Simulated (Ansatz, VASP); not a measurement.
# Hf2CO2 (Hf2CO2 MXene monolayer): VASP beside Ansatz

Aim: how closely do two programs agree when they are given the same cell, functional and k mesh? The structure shown is the start of the Ansatz relaxation below; VASP solves that cell, so the two are compared at the walk's first step.

Method: plane waves, with VASP 6.6.1 beside it; single point at PBE with D3(BJ), in Ansatz 0.2.0.

**1. Starting point**

The cell holds 5 atoms: 2 O, 2 Hf and 1 C. Cell: a = 3.289 Å, b = 3.289 Å, c = 40.953 Å, α = 90.0°, β = 90.0°, γ = 120.0°. Vacuum lies along c.

As a file:

```cif
data_structure
_symmetry_space_group_name_H-M 'P 1'
_symmetry_Int_Tables_number 1
_cell_length_a 3.2890
_cell_length_b 3.2890
_cell_length_c 40.9529
_cell_angle_alpha 90.000
_cell_angle_beta 90.000
_cell_angle_gamma 120.000
_cell_volume 383.66
loop_
_atom_site_label
_atom_site_type_symbol
_atom_site_fract_x
_atom_site_fract_y
_atom_site_fract_z
_atom_site_occupancy
O1 O 0.33333 0.66667 0.43953 1
O2 O 0.66667 0.33333 0.56047 1
Hf3 Hf 0.66667 0.33333 0.46831 1
Hf4 Hf 0.33333 0.66667 0.53169 1
C5 C 0.00000 0.00000 0.50000 1
```

**2. Ansatz: relaxation, PBE with D3(BJ)**

Ansatz runs on its PAW soft_1 files.

The two programs are compared at the cell with which this relaxation starts, whose forces are those of its first step.

Contents of input.yaml:

```yaml
crystal:
  lattice:
    - [3.289, 0.0, 0.0]
    - [-1.6445, 2.848357553, 0.0]
    - [0.0, 0.0, 40.9529467957]
  atoms:
    - { symbol: O, position: [0.3333333333, 0.6666666667, 0.4395288107] }
    - { symbol: Hf, position: [0.6666666667, 0.3333333333, 0.4683111504] }
    - { symbol: C, position: [0.0, 0.0, 0.5] }
    - { symbol: Hf, position: [0.3333333333, 0.6666666667, 0.5316888496] }
    - { symbol: O, position: [0.6666666667, 0.3333333333, 0.5604711893] }
  periodic: [true, true, false]
kpoints:
  mp_grid: { grid: [12, 12, 1] }
hamiltonian:
  xc: pbe
  dispersion: d3bj
  pseudopotentials: { kind: paw, azcp: { folder: soft_1 } }
scf:
  occupations: { method: fermi_dirac, width: 0.05 }
  convergence: { dr2_threshold: 1.0e-09 }
relax:
  f_tol: 0.004
  max_steps: 90
  cell: {}
output:
  write_potential: true
  write_density: true
  volumetric_format: npy
```

On the command line:

```sh
$ ansatz run input.yaml --threads 2 --pin off --max-ram 3072MiB --backend cpu --events-out ev --progress --plain --runs-dir out
```

Numbers of over 12 decimals in the logs are rounded to 6 here.

Log:

```text
Warning: relax.cell: scf.convergence.dr2_threshold = 1e-9 eV is looser than the 2.23622978781e-10 eV advised for a relaxation that steers and ends on the stress (1e-10 eV for each atom of the cell: 5, times the square of relax.cell.stress_2d_tol = 0.05 N/m over 15.0 Å (the atoms' height at the walk's start and 5 Å past either face), 3.344e-2 GPa, over a crystal's default 0.05). What an SCF threshold leaves in a stress goes as its square root, and in the free energy as the threshold itself, and one threshold admits the most on a small cell: [figures from the program's tests cut] Set scf.convergence.dr2_threshold to 2.23622978781e-10 eV or tighter. [rest of the remark cut]
Engine: ansatz 0.2.0, aarch64-unknown-linux-gnu
Pseudopotentials: kind: paw
Pseudopotential: O, paw, valence charge 6, recommended cutoff 420 eV (normal), soft_1/O.paw.azcp
Pseudopotential: Hf, paw, valence charge 26, recommended cutoff 420 eV (normal), soft_1/Hf.paw.azcp
Pseudopotential: C, paw, valence charge 4, recommended cutoff 420 eV (normal), soft_1/C.paw.azcp
Functional definition: PBE
  parameter kappa = 0.804
  parameter beta = 0.066725
  exchange = pbe_x(kappa = kappa, mu = beta*pi^2/3)
  correlation = pbe_c(beta = beta)
Crystal: 5 atoms, lattice volume = 383.657 Å³
Basis set: ecut = 420 eV, 7625 PW (Γ), exchange–correlation on 48×48×576 points (8 copies of the dense FFT grid, shifted against one another)
Bands: 41, of which v1, the nominal top of the filled ones, is band 34 counted from 1 (33 counted from 0)
Symmetry: 12 space group operations
Space group: P-3m1 (ITA 164), of the structure as read, at distance tolerance 7.3e-5 Å
k-points: 19 of 144
Non-local potential: O, projectors of the file, l = 0: 2, l = 1: 2, l = 2: 1
Non-local potential: Hf, projectors of the file, l = 0: 3, l = 1: 2, l = 2: 2, l = 3: 3
Non-local potential: C, projectors of the file, l = 0: 2, l = 1: 2, l = 2: 1
PAW form: soft (Blöchl's): semilocal exchange-correlation on the pseudo side does not see the compensation charge
PAW one-centre angular grid: O, 110 points (default); XC on 64 Gauss nodes
PAW one-centre angular grid: Hf, 590 points (default); XC on 64 Gauss nodes
PAW one-centre angular grid: C, 110 points (default); XC on 64 Gauss nodes
Initial density: superposition of atomic densities (neutral atoms: chi_scale 0, normalization atom)
Initial wavefunctions: pseudopotential atomic-orbital guess
Functional: x = pbe(κ = 0.804, μ = 0.219515), c = pbe(β = 0.066725)
SCF iter   1: F=—  HF=-32842.509792 eV  |F-HF|=—  |Δ(HF+E_count)|=         —  Δρ=6.89e-2  dr2=2.37e1  ethr=3.10e-3  ⟨swp⟩=11.9  Hψ=4635  notcnv=0  defer=2
preconditioner: auto → Resta (q_TF=auto, 2.045 Å⁻¹)  ε∞=1.8  [insulator: Δε(μ)=2.821 eV  Ē_g=16.954 eV  σ=0.050 eV  W_gap=1.00  n_scr=26 (ndim 8)  ℏωp=15.2 eV  f_vac=0.805  D(μ)=0.00/eV (n_scr^D=0)  ε∞_Penn≈1.8  vacuum switching on, ρ_ref=2.1e-2 e/Å³]
SCF iter   2: F=—  HF=-32838.518720 eV  |F-HF|=—  |Δ(HF+E_count)|=    3.99e0  Δρ=5.56e-2  dr2=1.27e1  ethr=3.10e-3  ⟨swp⟩=5.5  Hψ=2639  notcnv=0  defer=29
preconditioner: auto → LDOS  [insulator: Δε(μ)=0.376 eV  Ē_g=17.445 eV  σ=0.050 eV  W_gap=0.95  n_scr=26 (ndim 8)  ℏωp=15.2 eV  f_vac=0.810  D(μ)=0.09/eV (n_scr^D=2)  ε∞_Penn≈1.8  β→1.0]
SCF iter   3: F=—  HF=-32836.811632 eV  |F-HF|=—  |Δ(HF+E_count)|=    1.71e0  Δρ=1.35e-2  dr2=1.46e0  ethr=3.10e-3  ⟨swp⟩=5.2  Hψ=2171  notcnv=0  defer=27
SCF iter   4: F=—  HF=-32836.579915 eV  |F-HF|=—  |Δ(HF+E_count)|=   2.32e-1  Δρ=4.25e-3  dr2=5.94e-2  ethr=2.15e-3  ⟨swp⟩=3.5  Hψ=1355  notcnv=0  defer=27
SCF iter   5: F=—  HF=-32836.595047 eV  |F-HF|=—  |Δ(HF+E_count)|=   1.51e-2  Δρ=1.98e-3  dr2=2.26e-2  ethr=8.74e-5  ⟨swp⟩=3.9  Hψ=1968  notcnv=0  defer=25
SCF iter   6: F=—  HF=-32836.586207 eV  |F-HF|=—  |Δ(HF+E_count)|=   8.84e-3  Δρ=9.58e-4  dr2=6.48e-3  ethr=3.33e-5  ⟨swp⟩=3.1  Hψ=1936  notcnv=0  defer=25
SCF iter   7: F=—  HF=-32836.585477 eV  |F-HF|=—  |Δ(HF+E_count)|=   7.29e-4  Δρ=3.47e-4  dr2=9.55e-4  ethr=9.53e-6  ⟨swp⟩=3.4  Hψ=1683  notcnv=0  defer=25
SCF iter   8: F=—  HF=-32836.585333 eV  |F-HF|=—  |Δ(HF+E_count)|=   1.44e-4  Δρ=7.44e-5  dr2=3.05e-5  ethr=1.40e-6  ⟨swp⟩=3.7  Hψ=1704  notcnv=0  defer=25
SCF iter   9: F=—  HF=-32836.585395 eV  |F-HF|=—  |Δ(HF+E_count)|=   6.20e-5  Δρ=2.27e-5  dr2=1.32e-6  ethr=4.49e-8  ⟨swp⟩=3.7  Hψ=1977  notcnv=0  defer=25
[...]
SCF iter   5: F=-32837.524385 eV  HF=-32837.524385 eV  |F-HF|=1.60e-10  |Δ(HF+E_count)|=   7.19e-9  Δρ=6.64e-7  dr2=6.52e-10  ethr=1.47e-12  ⟨swp⟩=16.1  Hψ=9989  notcnv=0
SCF 9 converged in 5 iterations: F = -32837.524385 eV  dr2 = 6.52e-10
relax step   9: F+E_penalty+E_count = -32837.52438457 eV  Δ(F+E_penalty+E_count) = -4.965e-5 eV  max|allowed force component| = 3.484e-4 eV/Å  Δτ_max = 0.0003 Å  P = +0.007 N/m  Ω = 376.991 Å³  energy of the carried Pulay correction = +4.544e-5 eV  fix = [c, alpha, beta]  reactions: c +0.000 N/m  (5 SCF iters, accepted)
iter 1 solved again at ethr=3.48e-8 eV; its pass at ethr=3.10e-3 eV (dr2=2.37e-5 eV) is discarded
SCF iter   1: F=—  HF=-32837.524299 eV  |F-HF|=—  |Δ(HF+E_count)|=         —  Δρ=1.61e-6  dr2=2.09e-9  ethr=3.48e-8  ⟨swp⟩=8.3  Hψ=9615  notcnv=0
eigensolver tolerance schedule: the retry pair's looser diagonalisation over-reported the residual by 11317.93 of it (diagonalisation noise at 0.15 of the residual, at the tolerance the schedule requests for it); recorded, not acted on — ethr = c·dr2/N_el stays at c = 1.0e-1
preconditioner: auto → Resta (q_TF=auto, 2.051 Å⁻¹)  ε∞=1.8  [insulator: Δε(μ)=0.969 eV  Ē_g=17.520 eV  σ=0.050 eV  W_gap=1.00  n_scr=26 (ndim 8)  ℏωp=15.3 eV  f_vac=0.819  D(μ)=0.00/eV (n_scr^D=0)  ε∞_Penn≈1.8  vacuum switching on, ρ_ref=2.2e-2 e/Å³]
SCF iter   2: F=—  HF=-32837.524312 eV  |F-HF|=—  |Δ(HF+E_count)|=   1.33e-5  Δρ=8.94e-7  dr2=1.69e-9  ethr=3.08e-12  ⟨swp⟩=11.5  Hψ=4399  notcnv=3
SCF iter   3: F=-32837.524312 eV  HF=-32837.524312 eV  |F-HF|=5.89e-10  |Δ(HF+E_count)|=  3.49e-10  Δρ=5.28e-7  dr2=3.25e-10  ethr=1.00e-12  ⟨swp⟩=13.3  Hψ=14566  notcnv=0
SCF 10 converged in 3 iterations: F = -32837.524312 eV  dr2 = 3.25e-10
  Residual-converged pass: ⟨swp⟩=6.6  Hψ=1544  notcnv=0  max |occ|·‖R‖ = 7.8e-9 eV (tolerance 1.0e-8 eV)  dr2=3.25e-10  dr2_onsite=5.92e-11  max |Δocc| = 3.0e-17
relax step  10: F+E_penalty+E_count = -32837.52431244 eV  Δ(F+E_penalty+E_count) = +7.214e-5 eV  max|allowed force component| = 3.433e-4 eV/Å  Δτ_max = 0.0000 Å  P = +0.006 N/m  Ω = 376.991 Å³  fix = [c, alpha, beta]  reactions: c +0.000 N/m  stress off target by 5.96e-3 N/m on what of the cell is left free  SCF on the basis re-selected at this cell (its energy is not comparable with the rows above)  (3 SCF iters)
basis re-selected at this cell: Δ(F+E_penalty+E_count) = +7.214e-5 eV, ΔP = -0.001 N/m vs the last step (what re-selecting the basis moved, of the pressure what is left beyond the Pulay correction that the steps carried, after the strain that the cell walked since its last selection, with what the two solves' SCF thresholds leave and, on support functions, any second-order correction that the steps lacked; it is no m [...]
WARN: The output density's exchange-correlation potential varies sharply where the density is thin. Do not read a vacuum level from v_tot or v_xc, or from such a field of the output density. On a cell that repeats whose density bears no net charge and no dipole along the vacuum's axis use v_es (v_loc + v_h of the components); under efield.dipole_correction with no amplitude use v_es + v_field, which holds any externa [...]
SCF converged after 3 iterations
Free energy (F): -32837.524312 eV
Harris-Foulkes:  -32837.524312 eV  (|F-HF|=5.89e-10)
Internal energy: -32837.524310 eV  (E = F + TS)
E sigma→0 (E₀):  -32837.524311 eV
Entropy (-TS):   -0.000003 eV (-0.001 meV/atom)
Fermi energy:    -4.907678 eV
--- Per-component energies (eV) ---
  E_band       = -1462.466428
  E_kinetic    = 1234.991776
  E_local      = -394888.022844  (includes V_loc(G=0)·N_el)
  E_nonlocal   = 253.308399
  E_hartree    = 196453.922079
  E_xc         = -723.471118
  E_vxc        = -750.615786  (∫ρ·V_xc dr)
  E_paw        = -15824.031284  (= ΣΔE_a)
  E_vpaw       = -219.969511  (= ΣTr[D̂ρ^β])
  E_aug_tail   = 0.001603  (compensation charges beyond the density's cutoff)
  E_ewald      = 180656.704523
  E_disp       = -0.927444  (pairwise vdW)
  E_smearing   = -0.000003  (= −TS)
  E_closure    = -0.000000  (closes the sum)
  Σ components = -32837.524312   (vs F -32837.524312, Δ=0.00e0)
--- Forces (eV/Å), atoms counted from 1 ---
  atom   1  O      0.00000000    -0.00000000    -0.00034332
  atom   2  Hf     0.00000000    -0.00000000     0.00015431
  atom   3  C      0.00000000     0.00000000     0.00000000
  atom   4  Hf     0.00000000     0.00000000    -0.00015431
  atom   5  O      0.00000000     0.00000000     0.00034332
  max |Σ_I F_I| component: 3.70e-17 eV/Å
--- 2D stress c σ (N/m, compression-positive) ---
        0.005961       0.000000       0.000000
        0.000000       0.005961       0.000000
        0.000000       0.000000       0.000000
  P = ½ c Tr σ = 0.0060 N/m
--- Band table (eV; the first three rows and the last of 19) ---
  k-point 0: bands = [... 30 lower, -9.6399, -6.7631, -5.3712, -5.3712, -3.1059, -3.1059, -2.7650, -1.4350, ... 3 higher]
  k-point 1: bands = [... 30 lower, -9.5120, -6.6072, -5.9643, -5.6264, -3.1768, -2.7880, -2.6175, -1.3799, ... 3 higher]
  k-point 2: bands = [... 30 lower, -9.2728, -7.0701, -6.3971, -6.0787, -3.5623, -2.2123, -2.1966, -1.3375, ... 3 higher]
  k-point 18: bands = [... 30 lower, -9.2514, -7.8611, -7.8179, -7.8179, -2.7676, -1.7645, -1.7645, -0.8420, ... 3 higher]
  the weakly bound empty levels are not read free of the cell's end (no_gap_told)
--- Relaxed structure (8 steps of the walk, 8 accepted, 2 SCFs on fresh bases) ---
  F+E_penalty+E_count = -32837.52431244 eV   max|allowed force component| = 3.433e-4 eV/Å   (the final SCF, on the basis selected at the relaxed cell)
  cell:  # Å, volume = 376.9915 Å³
    - [3.260302, 0, 0]
    - [-1.630151, 2.823505, 0]
    - [0, 0, 40.9529467957]
  atoms:
    - { symbol: O, position: [0.333333, 0.666667, 0.443460] }
    - { symbol: Hf, position: [0.666667, 0.333333, 0.466394] }
    - { symbol: C, position: [0, 0, 0.500000] }
    - { symbol: Hf, position: [0.333333, 0.666667, 0.533606] }
    - { symbol: O, position: [0.666667, 0.333333, 0.556540] }
```

**3. VASP: single point, PBE with D3(BJ), start cell**

The same cell, functional, mesh and smearing now go to VASP, with its own data sets.

Lines of VASP's logs that name or quote its potential files are left out, and so is its time.

Contents of INCAR:

```
SYSTEM = Hf2CO2
PREC = Accurate
ENCUT = 520
EDIFF = 1E-06
NELM = 120
ISMEAR = -1
SIGMA = 0.05
LREAL = .FALSE.
ALGO = Normal
GGA = PE
IVDW = 12
NBANDS = 24
LASPH = .TRUE.
LORBIT = 11
LWAVE = .FALSE.
LCHARG = .FALSE.
ISIF = 2
LDIPOL = .TRUE.
IDIPOL = 3
DIPOL = 0.5 0.5 0.5
LVHAR = .TRUE.
GGA_COMPAT = .FALSE.
EFERMI = MIDGAP
NELMDL = -8
KPAR = 2
```

Contents of POSCAR:

```
Hf2CO2
1.0
    3.2890000000      0.0000000000      0.0000000000
   -1.6445000000      2.8483580000      0.0000000000
    0.0000000000      0.0000000000     40.9529470000
O Hf C
2 2 1
Direct
    0.3333332748      0.6666665496      0.4395288085
    0.6666667252      0.3333334504      0.5604711915
    0.6666667252      0.3333334504      0.4683111572
    0.3333332748      0.6666665496      0.5316888428
    0.0000000000      0.0000000000      0.4999999878
```

Contents of KPOINTS:

```
Automatic mesh
0
Gamma
12 12 1
0 0 0
```

PAW data sets: O, Hf_pv and C (PBE family, release 64).

On the command line:

```sh
$ mpirun -np 2 vasp_std
```

Log:

```text
[banner, memory and clock lines left out]
running    2 mpi-ranks, on    1 nodes
 distrk:  each k-point on    1 cores,    2 groups
 distr:  one band on    1 cores,    1 groups

 POSCAR found type information on POSCAR O HfC
 POSCAR found :  3 types and       5 ions
 LDA part: xc-table for (Slater+PW92), standard interpolation
 POSCAR, INCAR and KPOINTS ok, starting setup
 FFT: planning ... GRIDC
 FFT: planning ... GRID_SOFT
 FFT: planning ... GRID
 WAVECAR not read
 entering main loop
       N       E                     dE             d eps       ncg     rms          rms(c)
DAV:   1     0.249447595914E+03    0.24945E+03   -0.16651E+04  1176   0.112E+03
DAV:   2    -0.183827662042E+02   -0.26783E+03   -0.25924E+03  1360   0.246E+02
DAV:   3    -0.573304335711E+02   -0.38948E+02   -0.38667E+02  1096   0.915E+01
DAV:   4    -0.583952714748E+02   -0.10648E+01   -0.10608E+01  1272   0.170E+01
DAV:   5    -0.584140362904E+02   -0.18765E-01   -0.18749E-01  1184   0.214E+00
DAV:   6    -0.584148084240E+02   -0.77213E-03   -0.77195E-03  1296   0.430E-01
DAV:   7    -0.584148345233E+02   -0.26099E-04   -0.26095E-04  1192   0.696E-02
DAV:   8    -0.584148355701E+02   -0.10468E-05   -0.10467E-05  1112   0.148E-02    0.716E+01
DAV:   9    -0.502020149081E+02    0.82128E+01   -0.51809E+01  1120   0.349E+01    0.596E+01
DAV:  10    -0.510714976037E+02   -0.86948E+00   -0.18219E+01  1072   0.251E+01    0.171E+01
DAV:  11    -0.497158215321E+02    0.13557E+01   -0.91876E+00  1176   0.178E+01    0.343E+00
DAV:  12    -0.496656666801E+02    0.50155E-01   -0.76108E-01  1144   0.541E+00    0.337E+00
DAV:  13    -0.496674729660E+02   -0.18063E-02   -0.67296E-02  1240   0.136E+00    0.137E+00
DAV:  14    -0.496659237278E+02    0.15492E-02   -0.15372E-02  1120   0.855E-01    0.602E-01
[...]
DAV:  21    -0.496664978907E+02   -0.31633E-04   -0.31650E-06  1024   0.695E-03    0.823E-03
DAV:  22    -0.496665336735E+02   -0.35783E-04   -0.14704E-06   928   0.619E-03    0.405E-03
DAV:  23    -0.496665548695E+02   -0.21196E-04   -0.57464E-07   848   0.316E-03    0.410E-03
DAV:  24    -0.496665697409E+02   -0.14871E-04   -0.71811E-07   904   0.308E-03    0.271E-03
DAV:  25    -0.496665751656E+02   -0.54246E-05   -0.15018E-07   840   0.158E-03    0.242E-03
DAV:  26    -0.496665785806E+02   -0.34151E-05   -0.94926E-08   784   0.123E-03    0.150E-03
DAV:  27    -0.496665802277E+02   -0.16471E-05   -0.88883E-08   776   0.152E-03    0.104E-03
DAV:  28    -0.496665805581E+02   -0.33039E-06   -0.14798E-08   728   0.649E-04
   1 F= -.50573104E+02 E0= -.50573098E+02  d E =-.106437E-04
```

[end of part 1 of 2]

[Lines on the potential files, build, host, timing and source positions are cut from VASP's logs without a mark.]

[Logs are printed without paths, hosts, clocks, repeated set-up lines and the standing remarks that a program may print on its own settings, such as how far it seeks lower states.]

[Hosts, paths, dates, database ids (printed as entryN), source tags and the programs' standing remarks are cut or masked in the printed files.]
